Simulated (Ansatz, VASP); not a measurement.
**NiO in two plane-wave programs**

Wanted: the spread between two codes on one cell, functional and k mesh. The cell is taken from a series of runs on this material, whose earlier steps may have relaxed, scaled, displaced or heated it; both programs get it as it stands.

Main program and level: Ansatz 0.2.0; plane waves, with VASP 6.6.1 beside it; PBE, DFT+U.

## 1. The structure

Symmetry: Fm-3m, No. 225, cubic system. The conventional cell has a = 4.172 Å, b = 4.172 Å, c = 4.172 Å, α = 90.00°, β = 90.00°, γ = 90.00°. Ni has 6 O at 2.09 Å nearest. Nearest to O lie 6 Ni at 2.09 Å. Farther neighbours and most contacts between anions are not listed.

## 2. Ansatz: relaxation of cell and atoms, PBE, DFT+U

Ansatz runs on its default PAW (the set named soft_2) files.

The relaxed volume is the usual yardstick between codes: in a stiff, nearly cubic crystal its relative difference is about their pressure difference at one cell divided by the bulk modulus.

Contents of input.yaml:

```yaml
crystal:
  lattice:
    - [2.085901641, 2.085901641, 4.171803283]
    - [4.171803283, 2.085901641, 2.085901641]
    - [2.085901641, 4.171803283, 2.085901641]
  atoms:
    - { symbol: Ni, position: [0.0, 0.0, 0.0], spin: 1.5 }
    - { symbol: Ni, position: [0.5, 0.5, 0.5], spin: -1.5 }
    - { symbol: O, position: [0.25, 0.25, 0.25] }
    - { symbol: O, position: [0.75, 0.75, 0.75] }
magnetization:
  spin_polarized: true
kpoints:
  mp_grid: { grid: [10, 10, 10] }
scf:
  occupations: { method: fermi_dirac, width: 0.05 }
hamiltonian:
  xc: pbe
  pseudopotentials: { kind: paw }
  hubbard: { sites: [{ species: Ni, l: d, u_eff: 6.2 }] }
output:
  forces: true
  stress: true
relax:
  f_tol: 0.01
  max_steps: 60
  cell: {}
```

Started as:

```
> ansatz run input.yaml --threads 1 --pin off --max-ram 2048MiB --backend cpu --events-out ev --progress --plain --runs-dir out
```

Numbers of over 12 decimals in the logs are rounded to 6 here.

What it wrote:

```text
basis.fft_grid_basis auto: the FFT boxes are laid along the combinations [[1, 0, -1], [0, 1, -1], [0, 0, 1]] of the cell's own vectors, 2.950, 2.950 and 5.109 Å long. The dense box has 20×20×36 points. Along the cell's own vectors, as sized, it would have 36×36×36, 3.24 times as many. Of the 12 symmetry operations that the crystal satisfies within crystal.symmetry.tolerance (time reversal apart; of a slab, those that [...]
Ni: projections on atomic orbitals take those of the free atom [Ne] 3s2 3p6 3d8 4s2, of charge +0.00 (hamiltonian.pseudopotentials.projection_atoms); the dataset's partial waves leave at most 1.6e-6 of an orbital's norm unspanned inside its sphere
O: projections on atomic orbitals take those of the free atom [He] 2s2 2p4, of charge +0.00 (hamiltonian.pseudopotentials.projection_atoms); the dataset's partial waves leave at most 1.9e-8 of an orbital's norm unspanned inside its sphere
Engine: ansatz 0.2.0, x86_64-unknown-linux-gnu
Pseudopotentials: kind: paw
Pseudopotential: Ni, paw, valence charge 18, recommended cutoff 420 eV (normal), Ni.paw.azcp
Pseudopotential: O, paw, valence charge 6, recommended cutoff 420 eV (normal), O.paw.azcp
Functional definition: PBE
  parameter kappa = 0.804
  parameter beta = 0.066725
  exchange = pbe_x(kappa = kappa, mu = beta*pi^2/3)
  correlation = pbe_c(beta = beta)
Crystal: 4 atoms, lattice volume = 36.303 Å³
Basis set: ecut = 420 eV, 683 PW (Γ), FFT grids on a1−a3, a2−a3, a3, exchange–correlation on 40×40×72 points (8 copies of the dense FFT grid, shifted against one another)
Bands: 31, of which v1, the nominal top of the filled ones, is band 24 counted from 1 (23 counted from 0)
Symmetry: 12 space group operations
Space group: R-3m (ITA 166), of the structure as read, at distance tolerance 3.3e-5 Å
Magnetic group: BNS 166.102 (UNI 1332), of the structure as read, at distance tolerance 3.3e-5 Å
k-points: 116 of 1000
Non-local potential: Ni, projectors of the file, l = 0: 3, l = 1: 2, l = 2: 3, l = 3: 1
Non-local potential: O, projectors of the file, l = 0: 2, l = 1: 2, l = 2: 1
PAW form: soft (Blöchl's): semilocal exchange-correlation on the pseudo side does not see the compensation charge
PAW one-centre angular grid: Ni, 590 points (default); XC on 64 Gauss nodes
PAW one-centre angular grid: O, 110 points (default); XC on 64 Gauss nodes
Initial density: superposition of atomic densities (chi_scale 0.1, normalization cell, long waves kept (reshape's long-wave potential 0.00 eV rms))
Starting moments: Σ|m| = 3 μB on 2 of 4 sites
Starting magnetic order: antiferromagnet; a translation exchanges its spin sublattices: spin-degenerate at every k-point
Initial wavefunctions: pseudopotential atomic-orbital guess
Functional: x = pbe(κ = 0.804, μ = 0.219515), c = pbe(β = 0.066725)
SCF iter   1: F=—  HF=-12812.994872 eV  |F-HF|=—  |Δ(HF+E_count)|=         —  Δρ=2.74e-1 (↑2.74e-1 ↓2.74e-1)  dr2=6.69e1  dr2_m=5.23e0  M=0.000 μB ∫|m|=0.742 μB  β_m=0.30  ethr=3.10e-3  ⟨swp⟩=5.4  Hψ=12706  notcnv=0  defer=35
preconditioner: auto → Kerker (q_TF=auto, 2.858 Å⁻¹)  [metal: Δε(μ)=0.007 eV  Ē_g=14.076 eV  σ=0.050 eV  W_gap=0.04  n_scr=16 (ndim 8)  ℏωp=34.9 eV  f_vac=0.000  D(μ)=3.39/eV (n_scr^D=36)]
spin=Collinear: Kerker preconditioning applied to the charge; magnetization (m = ρ↑ − ρ↓) channel mixes plain (no charge-response kernel on spin).
SCF iter   2: F=—  HF=-12805.552072 eV  |F-HF|=—  |Δ(HF+E_count)|=    7.44e0  Δρ=6.61e-2 (↑6.61e-2 ↓6.61e-2)  dr2=8.97e-1  dr2_m=6.16e-1  M=0.000 μB ∫|m|=2.641 μB  β_m=1.00  ethr=3.10e-3  ⟨swp⟩=3.9  Hψ=9513  notcnv=0  defer=133
preconditioner: auto → none  [insulator: Δε(μ)=0.617 eV  Ē_g=12.987 eV  σ=0.050 eV  W_gap=0.99  n_scr=16 (ndim 8)  ℏωp=34.9 eV  f_vac=0.000  D(μ)=0.01/eV (n_scr^D=0)  ε∞_Penn≈8.2]
SCF iter   3: F=—  HF=-12806.427959 eV  |F-HF|=—  |Δ(HF+E_count)|=   8.76e-1  Δρ=4.16e-2 (↑4.16e-2 ↓4.16e-2)  dr2=4.28e-1  dr2_m=1.60e-1  M=0.000 μB ∫|m|=3.000 μB  β_m=1.00  ethr=1.87e-3  ⟨swp⟩=3.0  Hψ=8212  notcnv=0  defer=128
SCF iter   4: F=—  HF=-12807.491615 eV  |F-HF|=—  |Δ(HF+E_count)|=    1.06e0  Δρ=1.66e-2 (↑1.66e-2 ↓1.66e-2)  dr2=1.61e-1  dr2_m=1.59e-2  M=0.000 μB ∫|m|=3.093 μB  β_m=1.00  ethr=8.92e-4  ⟨swp⟩=3.1  Hψ=7781  notcnv=0  defer=140
SCF iter   5: F=—  HF=-12808.213033 eV  |F-HF|=—  |Δ(HF+E_count)|=   7.21e-1  Δρ=2.22e-2 (↑2.22e-2 ↓2.22e-2)  dr2=1.96e-1  dr2_m=9.02e-2  M=0.000 μB ∫|m|=3.337 μB  β_m=1.00  ethr=3.35e-4  ⟨swp⟩=3.3  Hψ=6775  notcnv=0  defer=203
[...]
-0.000538      -0.000538       0.024368
  P = ⅓ Tr σ = 0.0244 GPa (0.244 kbar)
Occupation matrices written to <dir>
--- The result so far, ahead of a search for a lower minimum behind the relaxation; the run's own can be another ---
--- Relaxed structure (5 steps of the walk, 5 accepted, 2 SCFs on fresh bases) ---
  F+E_penalty+E_count = -12809.62222828 eV   max|allowed force component| = 1.588e-29 eV/Å   (the final SCF, on the basis selected at the relaxed cell)
  cell:  # Å, volume = 38.4005 Å³
    - [2.122770, 2.122770, 4.248950]
    - [4.248950, 2.122770, 2.122770]
    - [2.122770, 4.248950, 2.122770]
  atoms:
    - { symbol: Ni, position: [0, 0, 0] }
    - { symbol: Ni, position: [0.5, 0.5, 0.5] }
[...]
spin-set hold released at iteration 7 (site moments contracting): the magnetisation degrees of freedom join the quasi-Newton model from the next iteration; the mixer history was flushed
[...]
SCF iter   9: F=—  HF=-12809.685627 eV  |F-HF|=—  |Δ(HF+E_count)|=   3.73e-1  Δρ=1.85e-2 (↑1.85e-2 ↓1.85e-2)  dr2=3.26e-1  dr2_m=2.23e-2  M=0.000 μB ∫|m|=3.660 μB  β_m=0.65  ethr=6.05e-6  ⟨swp⟩=3.1  Hψ=7521  notcnv=0  defer=315
SCF iter  10: F=—  HF=-12809.621083 eV  |F-HF|=—  |Δ(HF+E_count)|=   6.45e-2  Δρ=2.83e-3 (↑2.83e-3 ↓2.83e-3)  dr2=1.28e-3  dr2_m=2.27e-3  M=0.000 μB ∫|m|=3.626 μB  β_m=0.78  ethr=6.05e-6  ⟨swp⟩=3.0  Hψ=8410  notcnv=0  defer=315
SCF iter  11: F=—  HF=-12809.623156 eV  |F-HF|=—  |Δ(HF+E_count)|=   2.07e-3  Δρ=1.77e-3 (↑1.77e-3 ↓1.77e-3)  dr2=2.67e-3  dr2_m=1.15e-4  M=0.000 μB ∫|m|=3.627 μB  β_m=0.60  ethr=2.66e-6  ⟨swp⟩=2.0  Hψ=7658  notcnv=0  defer=318
SCF iter  12: F=—  HF=-12809.622215 eV  |F-HF|=—  |Δ(HF+E_count)|=   9.40e-4  Δρ=1.31e-4 (↑1.31e-4 ↓1.31e-4)  dr2=3.27e-6  dr2_m=4.15e-6  M=0.000 μB ∫|m|=3.626 μB  β_m=0.80  ethr=2.66e-6  ⟨swp⟩=2.4  Hψ=5564  notcnv=0  defer=318
SCF iter  13: F=—  HF=-12809.622222 eV  |F-HF|=—  |Δ(HF+E_count)|=   6.72e-6  Δρ=6.51e-5 (↑6.51e-5 ↓6.51e-5)  dr2=5.49e-7  dr2_m=8.75e-7  M=0.000 μB ∫|m|=3.626 μB  β_m=0.90  ethr=6.82e-9  ⟨swp⟩=2.0  Hψ=5992  notcnv=0  defer=318
SCF iter  14: F=—  HF=-12809.622227 eV  |F-HF|=—  |Δ(HF+E_count)|=   4.62e-6  Δρ=3.15e-5 (↑3.15e-5 ↓3.15e-5)  dr2=1.28e-7  dr2_m=1.96e-7  M=0.000 μB ∫|m|=3.626 μB  β_m=0.95  ethr=1.14e-9  ⟨swp⟩=2.0  Hψ=6062  notcnv=0  defer=318
SCF iter  15: F=-12809.622228 eV  HF=-12809.622228 eV  |F-HF|=5.15e-9  |Δ(HF+E_count)|=   1.44e-6  Δρ=5.30e-6 (↑5.30e-6 ↓5.30e-6)  dr2=3.02e-9  dr2_m=7.98e-9  M=0.000 μB ∫|m|=3.626 μB  ethr=2.08e-10  ⟨swp⟩=3.7  Hψ=9649  notcnv=0
SCF 1 converged in 15 iterations: F = -12809.622228 eV  dr2 = 3.02e-9
Symmetry: 4 space group operations
k-points: 282 of 1000
Initial density: read from a saved state, or passed on in memory by an earlier SCF of this step, an earlier step, the calling program or the single point that the run made first
Initial wavefunctions: those read from a saved state, or passed on in memory by an earlier step or the calling program
the translation (0.5, 0.5, 0.5) carries every atom to within crystal.symmetry.tolerance of an atom of its element with the starting moment reversed, but both spin channels are solved: the run starts from a saved state that isn't shown to keep it, or this solve from the single point that its walk made first
iter 1 solved again at ethr=6.26e-12 eV; its pass at ethr=2.08e-6 eV (dr2=3.01e-9 eV) is discarded
SCF iter   1: F=—  HF=-12809.622228 eV  |F-HF|=—  |Δ(HF+E_count)|=         —  Δρ=5.29e-6 (↑5.29e-6 ↓5.29e-6)  dr2=3.00e-9  dr2_m=7.97e-9  M=0.000 μB ∫|m|=3.626 μB  ethr=6.26e-12  ⟨swp⟩=1.0  Hψ=83706  notcnv=0
SCF iter   2: F=-12809.622228 eV  HF=-12809.622228 eV  |F-HF|=2.97e-8  |Δ(HF+E_count)|=   1.82e-8  Δρ=5.64e-6 (↑5.64e-6 ↓5.64e-6)  dr2=2.79e-8  dr2_m=1.09e-9  M=0.000 μB ∫|m|=3.626 μB  ethr=6.26e-12  ⟨swp⟩=1.0  Hψ=70152  notcnv=0
SCF 2 converged in 2 iterations: F = -12809.622228 eV  dr2 = 2.79e-8
WARN: a single-point calculation of the run's input, under the relaxation's own `scf.mixing.negative_modes` where the relaxation goes by `scf.lower_state_search: light` itself or types `scf.max_iter`, was made at the relaxed geometry, from the atoms, in 17 SCF iterations in all. It converged +0.0 meV from the relaxation's final energy, with moments (1.69, -1.69, 0.00, 0.00 Bohr magnetons, atom by atom), which does not count as lower, and the relaxation's result stands. No further magnetic order was relaxed to its end, and one can end lower (see `relax.adjacent_minimum`). Of the state that the single point found these notices stand: [rest of the remark cut]
SCF converged after 6 iterations
Magnetization: 0.0000 μB (24.0000 up, 24.0000 down)
Absolute magnetization: 3.6236 μB (∫|ρ↑−ρ↓|, with the PAW one-centre terms)
Spin contamination: 1.9329 ħ² per cell (⟨S²⟩ above its minimum at these occupations)
Per-site moments (μB) at R_I (Å): [(1.685015, 0.876698), (-1.685015, 0.876698), (1.1884039113239917e-17, 0.876698), (-2.59211682306316e-17, 0.876698)]
Free energy (F): -12809.622228 eV
Harris-Foulkes:  -12809.622228 eV  (|F-HF|=2.18e-11)
Internal energy: -12809.622228 eV  (E = F + TS)
E sigma→0 (E₀):  -12809.622228 eV
Fermi energy:    13.481523 eV
--- Per-component energies (eV) ---
  E_band       = -759.100056
  E_kinetic    = 897.123860
  E_local      = -8154.180875  (includes V_loc(G=0)·N_el)
  E_nonlocal   = 1380.059061
  E_hartree    = 3344.670945
  E_xc         = -311.218935
  E_vxc        = -399.080457  (∫ρ·V_xc dr)
  E_hubbard    = 1.639256  (on-site DFT+U / exact-exchange correction)
  E_vhub       = -47.966781  (the Hubbard potential's part of the band-sum identity)
  E_paw        = -3578.878212  (= ΣΔE_a)
  E_vpaw       = -1124.402846  (= ΣTr[D̂ρ^β])
  E_aug_tail   = 0.006186  (compensation charges beyond the density's cutoff)
  E_ewald      = -6388.843515
  E_smearing   = -0.000000  (= −TS)
  E_closure    = -0.000000  (closes the sum)
  Σ components = -12809.622228   (vs F -12809.622228, Δ=0.00e0)
--- Forces (eV/Å), atoms counted from 1 ---
  atom   1  Ni     0.00000000     0.00000000     0.00000000
  atom   2  Ni     0.00000000    -0.00000000     0.00000000
  atom   3  O     -0.00000000    -0.00000000    -0.00000000
  atom   4  O      0.00000000     0.00000000     0.00000000
  max |Σ_I F_I| component: 7.10e-29 eV/Å
--- Stress (GPa, compression-positive) ---
        0.024368      -0.000538      -0.000538
       -0.000538       0.024368      -0.000538
       -0.000538      -0.000538       0.024368
  P = ⅓ Tr σ = 0.0244 GPa (0.244 kbar)
--- Relaxed structure (5 steps of the walk, 5 accepted, 2 SCFs on fresh bases) ---
  F+E_penalty+E_count = -12809.62222828 eV   max|allowed force component| = 1.588e-29 eV/Å   (the final SCF, on the basis selected at the relaxed cell)
  cell:  # Å, volume = 38.4005 Å³
    - [2.122770, 2.122770, 4.248950]
    - [4.248950, 2.122770, 2.122770]
    - [2.122770, 4.248950, 2.122770]
  atoms:
    - { symbol: Ni, position: [0, 0, 0] }
    - { symbol: Ni, position: [0.5, 0.5, 0.5] }
    - { symbol: O, position: [0.250000, 0.25, 0.25] }
    - { symbol: O, position: [0.750000, 0.75, 0.75] }
```

In the SCF lines HF is the Harris–Foulkes energy and dr2 the Hartree energy of the density residual, in eV; the loop may stop once dr2 is under the threshold and the program's other checks hold. Hψ counts applications of the Hamiltonian.

[end of part 1 of 2]

[Lines on the potential files, build, host, timing and source positions are cut from VASP's logs without a mark.]

[Logs are printed without paths, hosts, clocks, repeated set-up lines and the standing remarks that a program may print on its own settings, such as how far it seeks lower states.]

[Hosts, paths, dates, database ids (printed as entryN), source tags and the programs' standing remarks are cut or masked in the printed files.]
